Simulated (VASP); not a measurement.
Input:

```
CELL_PARAMETERS angstrom
      3.65700     0.00000     0.00000
     -1.82850     3.16705     0.00000
      0.00000     0.00000    10.93282
ATOMIC_POSITIONS crystal
  Ge 0.33333 0.66667 0.25000
  Ge 0.66667 0.33333 0.75000
  Se 0.33333 0.66667 0.59915
  Se 0.66667 0.33333 0.09915
  Se 0.66667 0.33333 0.40085
  Se 0.33333 0.66667 0.90085
```

Method: PBEsol GGA, VASP's PBE PAW potentials (set 64) (plane waves; VASP). Numerical set-up: 400 eV cut-off, Gaussian smearing of 0.050 eV, potentials Ge_d Se.

Without a dispersion term in the relaxation, distances and binding between the weakly bound layers, chains or molecules are unreliable, and so is what depends on them.

Question: Give the energies of bands 17 to 30 at the high-symmetry points, in eV from the Fermi level.

Answer: 
```csv
band,Γ,M,K,A,L,H
17,-3.55,-5.66,-5.68,-2.43,-5.75,-5.56
18,-1.78,-5.64,-4.79,-2.43,-5.75,-5.56
19,-1.78,-4.63,-4.79,-1.55,-4.13,-5.39
20,-0.97,-4.02,-4.73,-1.55,-4.13,-5.39
21,-0.96,-3.41,-4.59,-1.55,-3.13,-3.09
22,-0.96,-2.43,-4.59,-1.55,-3.13,-3.09
23,-0.91,-2.19,-4.24,-0.17,-1.76,-3.01
24,-0.91,-2.15,-2.01,-0.17,-1.76,-3.01
25,-0.68,-1.46,-0.47,-0.17,-1.11,-2.20
26,0.21,-0.29,-0.47,-0.17,-1.11,-2.20
27,0.21,0.06,0.52,0.74,-0.35,1.73
28,1.66,0.38,0.52,0.74,-0.35,1.73
29,3.03,1.80,0.68,3.15,2.64,2.15
30,3.03,2.34,3.70,3.15,2.64,2.15
```

It has no gap at this level: it comes out as a metal or semimetal.

The structure was generated: GeSe2 was put into the 2H-MoS2 type (P6_3/mmc), which need not be its known phase. It was relaxed first, which changed the volume by +18 %.
